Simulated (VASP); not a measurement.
An input for Ansatz (written as the equivalent of a VASP run, and not itself run):

Ansatz 0.2 input:
```yaml
crystal:
  lattice:
    - [2.6721000, 0.0000000, 0.0000000]
    - [-1.3360500, 2.3141064, 0.0000000]
    - [0.0000000, 0.0000000, 6.4243730]
  atoms:
    - { symbol: Cu, position: [0.0000000, 0.0000000, 0.0000000] }
    - { symbol: Cu, position: [0.0000000, 0.0000000, 0.5000000] }
    - { symbol: F, position: [0.3333330, 0.6666670, 0.2500000] }
    - { symbol: F, position: [0.6666670, 0.3333330, 0.7500000] }
kpoints:
  mp_grid: { grid: [13, 13, 5] }
hamiltonian:
  xc: pbesol
  pseudopotentials: { kind: paw }
scf:
  occupations: { method: methfessel_paxton, width: 0.1 }
  max_iter: 100
relax:
  max_steps: 40
  f_tol: 0.02
  cell: { p_target: 5 }
output: { forces: true, stress: true, eigenvalues: true }
```

Problem. Write the VASP files for the same calculation (PBEsol).

Solution. This is not unique; one that fits is 
**KPOINTS**
```
K-points
0
Gamma
  13 13 5
0 0 0
```

File POSCAR:
```
CuF
1
    2.6720999864     0.0000000002    -0.0000000000
   -1.3360499930     2.3141063743     0.0000000000
    0.0000000000     0.0000000000     6.4243729725
Cu F
2 2
Direct
  0.0000000000   0.0000000000   0.0000000000
  0.0000000000   0.0000000000   0.5000000000
  0.3333330000   0.6666670000   0.2500000000
  0.6666670000   0.3333330000   0.7500000000
```

**INCAR**
```
# general
SYSTEM  = CuF
PREC    = Accurate
ENCUT   = 620
LREAL   = .False.
LASPH   = .True.

# electronic loop
EDIFF   = 1E-6
NELM    = 100
ALGO    = Normal
LMAXMIX = 4

# smearing
ISMEAR  = 1
SIGMA   = 0.1

# functional
GGA     = PS

# ions
IBRION  = 2
NSW     = 40
ISIF    = 3
EDIFFG  = -0.02
PSTRESS = 50

# output
LWAVE   = .False.
LCHARG  = .False.
```

POTCAR, in this order: Cu F (PBE.64 set). Program: vasp_std.

The two are equivalent in intent, not identical: each code has its own PAW files, so the cut-off isn't converted (ENCUT is set for VASP's; basis.ecutwfc is left out, and Ansatz then takes the one that its files recommend); Ansatz stops its SCF on the density residual and VASP on the energy change (EDIFF).

The structure was generated: CuF was put into the NiAs type type (P6_3/mmc), which need not be its known phase. This run relaxes it under an external pressure of 5 GPa. Symmetry was kept, so distortions that lower it aren't found.
